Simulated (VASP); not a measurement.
Computed with PBE0 hybrid, VASP's PBE PAW potentials (set 64) (plane waves; VASP).

VASP input:

### KPOINTS
```
Automatic mesh
0
Gamma
6 6 6
0 0 0
```

**INCAR**
```
SYSTEM = ZnSe
PREC = Accurate
ENCUT = 520
EDIFF = 1E-6
NELM = 60
ALGO = Normal
LREAL = .FALSE.
LASPH = .TRUE.
ISMEAR = 0
SIGMA = 0.05
GGA = PE
AEXX = 0.25
HFRCUT = -1
LHFCALC = .TRUE.
PRECFOCK = Fast
ISYM = 3
LMAXMIX = 4
LWAVE = .FALSE.
LCHARG = .FALSE.
ISIF = 2
```

**POSCAR**
```
ZnSe
1
    0.0000000000     2.8982654374     2.8982654374
    2.8982654374     0.0000000000     2.8982654374
    2.8982654374     2.8982654374     0.0000000000
Zn Se
1 1
Direct
  1.0000000000   0.0000000000   1.0000000000
  0.2500000000   0.2500000000   0.2500000000
```

POTCAR, in this order: Zn Se (PBE.64 set). Program: vasp_std. Read from the step before: WAVECAR.

Estimate the energy per atom (σ→0), pressure, band gap (on the k-mesh).

The energy per atom (σ→0) is -3.970 eV/atom. The band gap (on the k-mesh) is 2.72 eV and the pressure comes out as -3.01 GPa.

OSZICAR:
```
...
DAV:   4    -0.794071960233E+01    0.39022E-03   -0.15149E-03   451   0.484E-01    0.396E-01
DAV:   5    -0.794056569670E+01    0.15391E-03   -0.28622E-04   561   0.196E-01    0.230E-01
DAV:   6    -0.794053682812E+01    0.28869E-04   -0.64443E-05   451   0.728E-02    0.128E-01
DAV:   7    -0.794052376019E+01    0.13068E-04   -0.80833E-06   461   0.360E-02    0.707E-02
DAV:   8    -0.794051842183E+01    0.53384E-05   -0.25443E-06   441   0.154E-02    0.374E-02
DAV:   9    -0.794051659942E+01    0.18224E-05   -0.93218E-07   251   0.772E-03    0.199E-02
DAV:  10    -0.794051598410E+01    0.61532E-06   -0.40503E-07   208   0.553E-03
   1 F= -.79405160E+01 E0= -.79405160E+01  d E =-.500110E-11
```

The compound is ZnSe in the zinc blende structure. This cell is one point of a volume scan, at 1.03 of the reference volume. The cell's shape comes from a PBE relaxation.
